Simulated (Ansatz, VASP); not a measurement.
# Cross-check of Ba6Li12Sc4Al12Si17O70 between VASP and Ansatz

Aim: how closely do two programs agree when they are given the same cell, functional and k mesh? Of the first pair: The structure shown is frame 46 of Ansatz's trajectory.

Method: plane waves, with VASP 6.6.1 beside it; single point at PBE, in Ansatz 0.2.0.

**1. Starting point**

The cell holds 121 atoms: 17 Si, 12 Al, 6 Ba, 12 Li, 4 Sc and 70 O. Its edges and angles: a = 11.674 Å, b = 11.674 Å, c = 11.674 Å, α = 90.0°, β = 90.0°, γ = 90.0°. As first built, before any earlier steps moved the atoms (in the runner's words): 121 atoms (17 Si, 12 Al, 6 Ba, 12 Li, 4 Sc, 70 O) placed at random at 3.16 g/cm^3, melted at 4000 K for 10 ps at fixed volume with the Morse and Coulomb pair potential with partial charges (Pedone, Malavasi, Menziani, Cormack and Segre, J. Phys. Chem. B 110, 11780 (2006)). Quenched from 4000 K to 300 K at 10 K/ps and fixed volume, held 10 ps at zero pressure, then minimised at fixed cell.

**2. Ansatz: dynamics, PBE**

Ansatz runs on its default PAW (the set named soft_2) files.

One frame of this run of dynamics is then solved in both programs, so the motion causes no difference.

input.yaml reads:

```yaml
crystal:
  lattice:
    - [11.67426, 0.0, 0.0]
    - [0.0, 11.67426, 0.0]
    - [0.0, 0.0, 11.67426]
  atoms:
    - { symbol: Si, position: [0.53636, 0.64259, 0.8626] }
    - { symbol: Si, position: [0.99322, 0.10316, 0.63574] }
    - { symbol: Si, position: [0.46528, 0.45154, 0.69246] }
    - { symbol: Si, position: [0.66628, 0.64263, 0.42167] }
    - { symbol: Si, position: [0.00871, 0.73153, 0.59876] }
    - { symbol: Si, position: [0.33064, 0.98952, 0.31268] }
    - { symbol: Si, position: [0.4834, 0.47714, 0.06905] }
    - { symbol: Si, position: [0.24933, 0.59567, 0.11026] }
    - { symbol: Si, position: [0.79613, 0.355, 0.93245] }
    - { symbol: Si, position: [0.98911, 0.56208, 0.06238] }
    - { symbol: Si, position: [0.59824, 0.84888, 0.5715] }
    - { symbol: Si, position: [0.02721, 0.25657, 0.86204] }
    - { symbol: Si, position: [0.5182, 0.45955, 0.33079] }
    - { symbol: Si, position: [0.6395, 0.84685, 0.09423] }
    - { symbol: Si, position: [0.02955, 0.06322, 0.06448] }
    - { symbol: Si, position: [0.90262, 0.90139, 0.41018] }
    - { symbol: Si, position: [0.71511, 0.26373, 0.35074] }
    - { symbol: Al, position: [0.47834, 0.21026, 0.99474] }
    - { symbol: Al, position: [0.26776, 0.04811, 0.96663] }
    - { symbol: Al, position: [0.7292, 0.06648, 0.54905] }
    - { symbol: Al, position: [0.42251, 0.84701, 0.7575] }
    - { symbol: Al, position: [0.53077, 0.09238, 0.74351] }
    - { symbol: Al, position: [0.68147, 0.86985, 0.82584] }
    - { symbol: Al, position: [0.17283, 0.94941, 0.76536] }
    - { symbol: Al, position: [0.56941, 0.06197, 0.22341] }
    - { symbol: Al, position: [0.37332, 0.83712, 0.07066] }
    - { symbol: Al, position: [0.95263, 0.39536, 0.27048] }
    - { symbol: Al, position: [0.82987, 0.71065, 0.21966] }
    - { symbol: Al, position: [0.8762, 0.51633, 0.50611] }
    - { symbol: Ba, position: [0.20285, 0.63925, 0.81276] }
[... 85 atom lines left out ...]
    - { symbol: O, position: [0.22592, 0.60087, 0.24087] }
    - { symbol: O, position: [0.99302, 0.11707, 0.18559] }
    - { symbol: O, position: [0.4037, 0.14261, 0.69329] }
    - { symbol: O, position: [0.59581, 0.9797, 0.53374] }
    - { symbol: O, position: [0.2924, 0.88434, 0.7144] }
    - { symbol: O, position: [0.01757, 0.16301, 0.96739] }
kpoints:
  mp_grid: { grid: [1, 1, 1] }
hamiltonian:
  xc: pbe
scf:
  occupations: { method: fixed }
output:
  forces: true
md:
  timestep: 1.0
  n_steps: 139
  ensemble: nve
  temperature: 300
  initial_velocities: maxwell_boltzmann
  seed: 3914
```

On the command line:

```sh
ansatz run input.yaml --threads 4 --pin off --max-ram 8192MiB --backend cpu --events-out ev --progress --plain --runs-dir out
```

Numbers of over 12 decimals in the logs are rounded to 6 here.

The program printed:

```text
Warning: md: disabling space-group detection — thermal motion breaks the input geometry's symmetry, so no spatial operation reduces the k-mesh or symmetrises the density; time reversal is kept, so that k and −k are solved as one point where they differ and the mesh holds both, and exact exchange and, on two spinor components, a DFT+U term hold to it where the run has them: on two components no moment then forms, and  [...]
Engine: ansatz 0.2.0, aarch64-unknown-linux-gnu
Pseudopotentials: kind: paw
Pseudopotential: Si, paw, valence charge 4, recommended cutoff 420 eV (normal), Si.paw.azcp
Pseudopotential: Al, paw, valence charge 3, recommended cutoff 420 eV (normal), Al.paw.azcp
Pseudopotential: Ba, paw, valence charge 10, recommended cutoff 420 eV (normal), Ba.paw.azcp
Pseudopotential: Li, paw, valence charge 3, recommended cutoff 420 eV (normal), Li.paw.azcp
Pseudopotential: Sc, paw, valence charge 11, recommended cutoff 420 eV (normal), Sc.paw.azcp
Pseudopotential: O, paw, valence charge 6, recommended cutoff 420 eV (normal), O.paw.azcp
Functional definition: PBE
  parameter kappa = 0.804
  parameter beta = 0.066725
  exchange = pbe_x(kappa = kappa, mu = beta*pi^2/3)
  correlation = pbe_c(beta = beta)
Crystal: 121 atoms, lattice volume = 1591.066 Å³
Basis set: ecut = 420 eV, 31103 PW (Γ), exchange–correlation on 160×160×160 points (8 copies of the dense FFT grid, shifted against one another)
Bands: 453, of which v1, the nominal top of the filled ones, is band 332 counted from 1 (331 counted from 0)
Symmetry: 1 space group operations
k-points: 1
Non-local potential: Si, projectors of the file, l = 0: 2, l = 1: 2, l = 2: 2
Non-local potential: Al, projectors of the file, l = 0: 2, l = 1: 2, l = 2: 1
Non-local potential: Ba, projectors of the file, l = 0: 3, l = 1: 2, l = 2: 2, l = 3: 2
Non-local potential: Li, projectors of the file, l = 0: 3, l = 1: 2, l = 2: 1
Non-local potential: Sc, projectors of the file, l = 0: 3, l = 1: 2, l = 2: 3, l = 3: 1
Non-local potential: O, projectors of the file, l = 0: 2, l = 1: 2, l = 2: 1
PAW form: soft (Blöchl's): semilocal exchange-correlation on the pseudo side does not see the compensation charge
PAW one-centre angular grid: Si, 110 points (default); XC on 64 Gauss nodes
PAW one-centre angular grid: Al, 110 points (default); XC on 64 Gauss nodes
PAW one-centre angular grid: Ba, 194 points (default); XC on 64 Gauss nodes
PAW one-centre angular grid: Li, 110 points (default); XC on 64 Gauss nodes
PAW one-centre angular grid: Sc, 590 points (default); XC on 64 Gauss nodes
PAW one-centre angular grid: O, 110 points (default); XC on 64 Gauss nodes
Initial density: superposition of atomic densities (neutral atoms: chi_scale 0, normalization atom), corrected by the library's trained network
Initial wavefunctions: pseudopotential atomic-orbital guess
Functional: x = pbe(κ = 0.804, μ = 0.219515), c = pbe(β = 0.066725)
SCF iter   1: F=—  HF=-103834.734363 eV  |F-HF|=—  |Δ(HF+E_count)|=         —  Δρ=2.08e-3  dr2=9.33e-2  ethr=1.77e-3  ⟨swp⟩=6.0  Hψ=1545  notcnv=0  defer=117
preconditioner: auto → Resta (q_TF=auto, 2.359 Å⁻¹)  ε∞=3.4  [insulator: Δε(μ)=3.603 eV  Ē_g=14.555 eV  n_scr=364 (ndim 8)  ℏωp=22.7 eV  f_vac=0.095  ε∞_Penn≈3.4]
SCF iter   2: F=—  HF=-103834.728775 eV  |F-HF|=—  |Δ(HF+E_count)|=   5.59e-3  Δρ=1.11e-3  dr2=2.34e-2  ethr=1.41e-5  ⟨swp⟩=4.0  Hψ=701  notcnv=0  defer=119
SCF iter   3: F=—  HF=-103834.732308 eV  |F-HF|=—  |Δ(HF+E_count)|=   3.53e-3  Δρ=5.20e-4  dr2=6.74e-3  ethr=3.52e-6  ⟨swp⟩=4.0  Hψ=637  notcnv=0  defer=101
automatic band count: iteration 3 solves 435 bands in place of 453: the levels show a gap, and the empty bands left out lie too high to hold charge; the band table lists the bands solved (type scf.n_extra_bands for more)
SCF iter   4: F=—  HF=-103834.732502 eV  |F-HF|=—  |Δ(HF+E_count)|=   1.93e-4  Δρ=1.72e-4  dr2=6.41e-4  ethr=1.01e-6  ⟨swp⟩=3.0  Hψ=579  notcnv=0  defer=101
SCF iter   5: F=—  HF=-103834.732650 eV  |F-HF|=—  |Δ(HF+E_count)|=   1.49e-4  Δρ=1.29e-4  dr2=2.63e-4  ethr=9.65e-8  ⟨swp⟩=2.0  Hψ=669  notcnv=0  defer=101
SCF iter   6: F=—  HF=-103834.732672 eV  |F-HF|=—  |Δ(HF+E_count)|=   2.12e-5  Δρ=3.76e-5  dr2=2.68e-5  ethr=3.96e-8  ⟨swp⟩=2.0  Hψ=648  notcnv=0  defer=101
SCF iter   7: F=—  HF=-103834.732493 eV  |F-HF|=—  |Δ(HF+E_count)|=   1.78e-4  Δρ=1.92e-5  dr2=6.53e-6  ethr=4.04e-9  ⟨swp⟩=2.0  Hψ=767  notcnv=0  defer=101
SCF iter   8: F=—  HF=-103834.732496 eV  |F-HF|=—  |Δ(HF+E_count)|=   3.09e-6  Δρ=9.45e-6  dr2=1.63e-6  ethr=9.83e-10  ⟨swp⟩=2.0  Hψ=597  notcnv=0  defer=101
[...]
SCF iter   2: F=—  HF=-103835.272750 eV  |F-HF|=—  |Δ(HF+E_count)|=   6.40e-3  Δρ=6.00e-4  dr2=5.77e-3  ethr=3.63e-6  ⟨swp⟩=2.0  Hψ=592  notcnv=0  defer=101
SCF iter   3: F=—  HF=-103835.271461 eV  |F-HF|=—  |Δ(HF+E_count)|=   1.29e-3  Δρ=3.03e-4  dr2=1.27e-3  ethr=8.69e-7  ⟨swp⟩=2.0  Hψ=590  notcnv=0  defer=101
SCF iter   4: F=—  HF=-103835.271223 eV  |F-HF|=—  |Δ(HF+E_count)|=   2.38e-4  Δρ=6.98e-5  dr2=1.04e-4  ethr=1.91e-7  ⟨swp⟩=2.0  Hψ=609  notcnv=0  defer=97
SCF iter   5: F=—  HF=-103835.271207 eV  |F-HF|=—  |Δ(HF+E_count)|=   1.58e-5  Δρ=4.95e-5  dr2=3.46e-5  ethr=1.56e-8  ⟨swp⟩=2.0  Hψ=634  notcnv=0  defer=97
SCF iter   6: F=—  HF=-103835.271409 eV  |F-HF|=—  |Δ(HF+E_count)|=   2.02e-4  Δρ=1.36e-5  dr2=2.60e-6  ethr=5.22e-9  ⟨swp⟩=2.0  Hψ=763  notcnv=0  defer=97
SCF iter   7: F=—  HF=-103835.271410 eV  |F-HF|=—  |Δ(HF+E_count)|=   1.21e-6  Δρ=5.88e-6  dr2=5.21e-7  ethr=3.91e-10  ⟨swp⟩=2.0  Hψ=655  notcnv=0  defer=97
SCF iter   8: F=—  HF=-103835.271410 eV  |F-HF|=—  |Δ(HF+E_count)|=   2.03e-7  Δρ=2.70e-6  dr2=1.04e-7  ethr=7.84e-11  ⟨swp⟩=2.0  Hψ=655  notcnv=0  defer=97
SCF iter   9: F=-103835.271410 eV  HF=-103835.271410 eV  |F-HF|=1.23e-8  |Δ(HF+E_count)|=   1.77e-8  Δρ=8.27e-7  dr2=1.17e-8  ethr=1.51e-11  ⟨swp⟩=4.0  Hψ=1142  notcnv=0
SCF 140 converged in 9 iterations: F = -103835.271410 eV  dr2 = 1.17e-8
md step   139: t =   139.00 fs  T =   334.5 K  F+E_penalty+E_count = -103835.27141043 eV  E_kin = 5.188076 eV  conserved = -103830.08333405 eV  (9 SCF iters)
SCF converged after 9 iterations
Free energy (F): -103835.271410 eV
Harris-Foulkes:  -103835.271410 eV  (|F-HF|=1.23e-8)
Internal energy: -103835.271410 eV  (E = F + TS)
E sigma→0 (E₀):  -103835.271410 eV
Fermi energy:    4.437970 eV
--- Per-component energies (eV) ---
  E_band       = -3479.523877
  E_kinetic    = 15863.012872
  E_local      = -41719.344849  (includes V_loc(G=0)·N_el)
  E_nonlocal   = 4149.038161
  E_hartree    = 15516.376925
  E_xc         = -8222.482059
  E_vxc        = -9343.980161  (∫ρ·V_xc dr)
  E_paw        = -60861.259974  (= ΣΔE_a)
  E_vpaw       = -3461.180554  (= ΣTr[D̂ρ^β])
  E_aug_tail   = 0.176256  (compensation charges beyond the density's cutoff)
  E_ewald      = -28560.788744
  E_smearing   = -0.000000  (= −TS)
  E_closure    = 0.000000  (closes the sum)
  Σ components = -103835.271410   (vs F -103835.271410, Δ=0.00e0)
--- Forces (eV/Å), atoms counted from 1 ---
  atom   1  Si     0.40608607    -2.26134468    -0.69422181
  atom   2  Si    -0.09214194     2.08366235    -0.14217549
  atom   3  Si     0.49776880     0.86316309     0.60314386
  atom   4  Si     2.65166673    -1.42616432     0.33836425
  atom   5  Si     0.15661712    -0.30522507     0.52474519
  atom   6  Si     1.15836985     1.71788180     0.34720627
  atom   7  Si    -0.86518203    -0.27755905     0.28173643
  atom   8  Si     0.12855659    -1.78850066    -1.50500169
  atom   9  Si    -0.87116465    -1.42030231     0.24264653
  atom  10  Si    -0.03352043     0.20378222    -0.84980653
  atom  11  Si    -1.08562773     1.19458311     3.28345387
  atom  12  Si    -1.96504376    -2.69106671     0.15308474
  atom  13  Si     0.82126436    -0.03910945     0.71364299
  atom  14  Si    -1.32054691     1.64917160    -0.37019458
  atom  15  Si    -0.14032360     1.02539639    -0.62076358
  atom  16  Si    -0.76780471    -1.73354978     0.73741641
  atom  17  Si    -1.66148918     1.62194132     0.71119486
  atom  18  Al    -0.82200653     0.24972472     0.32560622
  atom  19  Al    -0.18863954    -0.81762705     0.43891274
  atom  20  Al    -0.53527236    -0.19354318     0.40461388
  atom  21  Al    -0.35425398    -0.29433391    -0.47047419
  atom  22  Al    -0.01281258     1.71532334     0.17677242
  atom  23  Al     1.48882721    -0.75448550    -1.23820544
  atom  24  Al    -0.65404510     1.57328108    -0.17031124
[...]
atom 114  O     -1.01894294    -0.31459558     0.02360684
  atom 115  O      0.64654602    -0.09320381     0.76292950
  atom 116  O     -0.26781401     0.21224895     1.33317745
  atom 117  O     -0.42451380     0.03335443     0.33921111
  atom 118  O     -0.19725348     0.10173350    -0.78666054
  atom 119  O      0.53236041     1.03988783     0.08238949
  atom 120  O      1.13928041    -0.87822228    -0.63470376
  atom 121  O      0.28557172    -0.37766270     1.26326339
  max |Σ_I F_I| component: 4.45e-5 eV/Å
--- MD trajectory: 139 steps, t = 0.0 → 139.0 fs ---
  final state: T = 334.5 K   F+E_penalty+E_count = -103835.27141043 eV   E_kin = 5.188076 eV
  conserved energy: peak-to-peak 6.549e-3 eV (5.413e-5 eV/atom) over 139.0 fs
```

The column dr2 measures how far the density is from self-consistency, as an energy; F and HF (Harris–Foulkes) agree once it is small.

**3. VASP: single point, PBE, pair 1**

The same cell, functional and mesh now go to VASP, with its own data sets.

Lines of VASP's logs that name or quote its potential files are left out, and so is its time.

INCAR reads:

```
SYSTEM = Ba6Li12Sc4Al12Si17O70
PREC = Accurate
ENCUT = 650
EDIFF = 1E-06
NELM = 120
ISMEAR = 0
SIGMA = 0.01
LREAL = Auto
ALGO = Normal
GGA = PE
NBANDS = 416
LASPH = .TRUE.
LORBIT = 11
LWAVE = .FALSE.
LCHARG = .FALSE.
ISIF = 2
GGA_COMPAT = .FALSE.
EFERMI = MIDGAP
NCORE = 4
```

POSCAR reads:

```
Ba6Li12Sc4Al12Si17O70
1.0
   11.6742600000      0.0000000000      0.0000000000
    0.0000000000     11.6742600000      0.0000000000
    0.0000000000      0.0000000000     11.6742600000
Si Al Ba Li Sc O
17 12 6 12 4 70
Direct
    0.5272197124      0.6377963143      0.8556345327
    0.9911035046      0.0956548852      0.6312776998
    0.4554978217      0.4487050999      0.6901936397
    0.6643333282      0.6377620509      0.4231617250
    0.0068869462      0.7325432190      0.6000894275
    0.3219732985      0.9904439339      0.3161742158
    0.4776148552      0.4783343869      0.0675931494
    0.2476559542      0.5994898178      0.1138230603
    0.7985859489      0.3452124589      0.9400081890
    0.9963886362      0.5687641015      0.0632159983
    0.6020338762      0.8443190404      0.5705286673
    0.0196243702      0.2596138856      0.8533817133
    0.5196988931      0.4591468753      0.3229755034
    0.6412654849      0.8468288354      0.0955349632
    0.0300490138      0.0717218907      0.0695204664
    0.9097792922      0.9013333607      0.4236157153
    0.7147519415      0.2560504906      0.3470541173
    0.4749166114      0.2130242088      0.9837882658
    0.2617724807      0.0502044669      0.9686952321
    0.7299306337      0.0570057545      0.5497479069
    0.4159664081      0.8466403866      0.7451350235
    0.5225941516      0.1015738899      0.7271467314
    0.6827756106      0.8652282886      0.8266819481
    0.1657406979      0.9428177889      0.7656759401
    0.5631791651      0.0607918618      0.2187547648
    0.3786963799      0.8379032161      0.0719788663
    0.9608660420      0.3935581356      0.2769854363
    0.8256369140      0.7188207218      0.2199539842
    0.8754473517      0.5173261517      0.5090601032
    0.2110797601      0.6452400409      0.8208314703
[... 85 atom lines left out ...]
    0.2186691062      0.6131095247      0.2475360323
    0.9913947436      0.1303208940      0.1911041899
    0.3911853942      0.1436921912      0.6697640793
    0.6008003933      0.9771069001      0.5226112833
    0.2815681679      0.8748049127      0.7052438441
    0.0110242534      0.1638305126      0.9601722079
```

KPOINTS reads:

```
Automatic mesh
0
Gamma
1 1 1
0 0 0
```

Potentials, in the order of the species: Si, Al, Ba_sv, Li_sv, Sc_sv and O (PBE family, release 64).

On the command line:

```sh
mpirun -np 16 vasp_gam
```

The program printed:

```text
[banner, memory and clock lines left out]
running   16 mpi-ranks, on    1 nodes
[...]
LDA part: xc-table for (Slater+PW92), standard interpolation
 POSCAR, INCAR and KPOINTS ok, starting setup
[...]
entering main loop
       N       E                     dE             d eps       ncg     rms          rms(c)
DAV:   1     0.942433298090E+04    0.94243E+04   -0.40999E+05   832   0.196E+03
DAV:   2     0.869528254515E+02   -0.93374E+04   -0.90112E+04   984   0.496E+02
DAV:   3    -0.910168433532E+03   -0.99712E+03   -0.97495E+03   912   0.188E+02
DAV:   4    -0.100514480636E+04   -0.94976E+02   -0.94035E+02  1408   0.672E+01
[...]
DAV:  18    -0.877634918821E+03    0.80837E-06   -0.85764E-05  1384   0.213E-02    0.106E-02
DAV:  19    -0.877634921605E+03   -0.27845E-05   -0.24679E-05  1304   0.103E-02    0.101E-02
DAV:  20    -0.877634921791E+03   -0.18570E-06   -0.38830E-06   912   0.410E-03
   1 F= -.87763492E+03 E0= -.87763492E+03  d E =0.000000E+00
```

From OUTCAR (step 3):

```text
  Total       21.1929775      2.0022145     13.0814988      6.6252127     18.5403699     12.4924325
  in kB       21.3409858      2.0161977     13.1728578      6.6714821     18.6698528     12.5796776
  external PRESSURE =      12.1766804 kB  Pullay stress =       0.0000000 kB

 POSITION                                       TOTAL-FORCE (eV/Angst)
 -----------------------------------------------------------------------------------
      6.15490      7.44580      9.98890         0.805431      2.052941     -0.135890
     11.57040      1.11670      7.36970         0.062011      0.160771      0.385388
      5.31760      5.23830      8.05750         0.887697     -0.380367      1.129759
      7.75560      7.44540      4.94010         2.637237     -1.351738     -0.703067
      0.08040      8.55190      7.00560        -0.303951      0.282834      1.197930
      3.75880     11.56270      3.69110        -0.072928     -2.012686     -0.383153
[...]
5.26060      0.54940      3.75360         0.967089      0.316933     -0.200903
      6.03620      6.68600     11.41030         0.607086     -0.241564     -0.267394
      3.78560      2.35060     11.34150        -0.079022     -0.579938     -0.369232
      7.25190      4.26040      4.27550        -0.177802     -0.056627     -0.969408
      6.03460      9.14750      1.02620         0.424791      0.296365      0.525272
      6.18810     11.01990      9.07460         0.080026      0.389977      0.017328
      4.58270      4.39040      9.22410        -0.189104      0.055958      0.112963
[...]
-----------------------------------------------------------------------------------
    total drift:                                0.010576     -0.029020      0.006926

  FREE ENERGIE OF THE ION-ELECTRON SYSTEM (eV)
  ---------------------------------------------------
  free  energy   TOTEN  =      -877.6349217907 eV

  energy  without entropy=     -877.6349217907  energy(sigma->0) =     -877.63492179

[... 3 further parts left out ...]
[key lines of the parts left out:]
E-fermi :   3.9062
```

Harder data sets than Ba_sv exist (the GW ones), and pressures, volumes and forces can shift noticeably with them.

**4. Side by side**

Known differences besides the potentials themselves: fixed occupations in Ansatz, narrow Gaussian smearing in VASP; the cutoff is 420 eV in Ansatz and 650 eV in VASP (PREC = Accurate, projectors in real space). Total energies have different zeros and are not compared.

Forces on 10 of the 121 atoms, those with the largest forces and the largest differences (eV/Å; atoms numbered as in POSCAR):

```
atom          Ansatz x, y, z            VASP x, y, z
 Si4   2.673, -1.358, -0.705   2.637, -1.352, -0.703
 Si9   -1.206, 1.871, -1.283   -1.187, 1.878, -1.298
Si12   1.267, -1.934, -0.465   1.259, -1.956, -0.470
Si15  -2.680, -0.635, -1.435  -2.724, -0.615, -1.462
Si16   -0.363, 1.091, -2.341   -0.378, 1.077, -2.358
Al22   -0.499, -2.162, 0.805   -0.505, -2.184, 0.826
Al28    1.784, -1.470, 0.373    1.804, -1.491, 0.378
Ba30    -0.736, 0.267, 0.041   -0.803, 0.112, -0.021
Ba33    0.174, 0.168, -0.286    0.191, 0.228, -0.446
O118    -0.159, 0.542, 0.135    -0.200, 0.453, 0.322
```

The forces differ by 33 meV/Å r.m.s., which is 4.6 % of the r.m.s. force of 0.724 eV/Å (both taken over all components).

**5. Ansatz: dynamics, PBE**

One frame of this run of dynamics is then solved in both programs, so the motion causes no difference.

The structure compared here is frame 93 of Ansatz's trajectory.

input.yaml is that of step 2.

On the command line:

```sh
ansatz run input.yaml --threads 4 --pin off --max-ram 8192MiB --backend cpu --events-out ev --progress --plain --runs-dir out
```

The program printed:

```text
[...]
Crystal: 121 atoms, lattice volume = 1591.066 Å³
Basis set: ecut = 420 eV, 31103 PW (Γ), exchange–correlation on 160×160×160 points (8 copies of the dense FFT grid, shifted against one another)
Bands: 453, of which v1, the nominal top of the filled ones, is band 332 counted from 1 (331 counted from 0)
Symmetry: 1 space group operations
k-points: 1
[...]
atom   8  Si     0.12855659    -1.78850066    -1.50500169
[...]
atom 118  O     -0.19725348     0.10173350    -0.78666054
  atom 119  O      0.53236041     1.03988783     0.08238949
  atom 120  O      1.13928041    -0.87822228    -0.63470376
  atom 121  O      0.28557172    -0.37766270     1.26326339
  max |Σ_I F_I| component: 4.45e-5 eV/Å
--- MD trajectory: 139 steps, t = 0.0 → 139.0 fs ---
[...]
conserved energy: peak-to-peak 6.549e-3 eV (5.413e-5 eV/atom) over 139.0 fs
[key lines of the parts left out:]
SCF converged after 9 iterations
Free energy (F): -103835.271410 eV
Fermi energy:    4.437970 eV
```

[end of part 1 of 2]

[Lines on the potential files, build, host, timing and source positions are cut from VASP's logs without a mark.]

[Logs are printed without paths, hosts, clocks, repeated set-up lines and the standing remarks that a program may print on its own settings, such as how far it seeks lower states.]

[Hosts, paths, dates, database ids (printed as entryN), source tags and the programs' standing remarks are cut or masked in the printed files.]
